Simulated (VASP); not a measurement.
An input for Quantum ESPRESSO's pw.x (written as the equivalent of a VASP run, and not itself run):

```
&CONTROL
  calculation = 'scf'
  pseudo_dir = './pseudo'
  outdir = './out'
  tprnfor = .true.
  tstress = .true.
/
&SYSTEM
  ibrav = 0
  nat = 4
  ntyp = 2
  ecutwfc = 84
  occupations = 'tetrahedra'
  input_dft = 'vdw-df-obk8'
/
&ELECTRONS
  conv_thr = 7.3e-09
  electron_maxstep = 100
/
ATOMIC_SPECIES
  Zn 65.380 Zn.upf
  S 32.060 S.upf
CELL_PARAMETERS angstrom
     1.9193999   -3.3244981    0.0000000
     1.9193999    3.3244981    0.0000000
     0.0000000    0.0000000    6.2954731
ATOMIC_POSITIONS crystal
  Zn   0.6666670  0.3333330  0.5002404
  Zn   0.3333330  0.6666670  0.0002404
  S    0.6666670  0.3333330  0.8747596
  S    0.3333330  0.6666670  0.3747596
K_POINTS automatic
  8 8 4 0 0 0
```

Task: Write the VASP files for the same calculation (optB88-vdW).

Result: One answer among several that fit: 
### KPOINTS
```
K-points
0
Gamma
  8 8 4
```

File POSCAR:
```
ZnS
1
    1.9193998963    -3.3244980975     0.0000000000
    1.9193998963     3.3244980975     0.0000000000
    0.0000000000     0.0000000000     6.2954731419
Zn S
2 2
Direct
  0.6666670000   0.3333330000   0.5002404297
  0.3333330000   0.6666670000   0.0002404297
  0.6666670000   0.3333330000   0.8747595703
  0.3333330000   0.6666670000   0.3747595703
```

### INCAR
```
# general
SYSTEM  =ZnS
PREC    =Accurate
ENCUT   =520   # plane-wave cut-off (eV)
LREAL   =.FALSE.   # projection in real space or not
LASPH   =.TRUE.   # aspherical one-centre terms

# electronic loop
EDIFF   =1E-7   # SCF stop (eV)
NELM    =100
ALGO    =Normal   # blocked Davidson
LMAXMIX =4

# smearing
ISMEAR  =-5   # tetrahedra, Bloechl

# functional
GGA     =BO
LUSE_VDW=.TRUE.
AGGAC   =0.0
PARAM1  =0.1833333333
PARAM2  =0.22

# ions
ISIF    =2   # forces and stress, cell fixed

# output
LWAVE   =.FALSE.
LCHARG  =.TRUE.
LORBIT  =11   # lm-projected
NEDOS   =601

# other
LEFG    =.TRUE.
```

POTCAR, in this order: Zn S (PBE.64 set). Program: vasp_std.

What does not carry over: the potentials are each code's own (VASP's PAW set, PseudoDojo norm-conserving files in pw.x), so ENCUT and ecutwfc are chosen apart and not converted; conv_thr bounds pw.x's estimated SCF error, while EDIFF bounds the energy change between steps; the field gradients of LEFG aren't asked of the other code.

The compound is ZnS in the wurtzite structure, the high-temperature form. It was relaxed first.
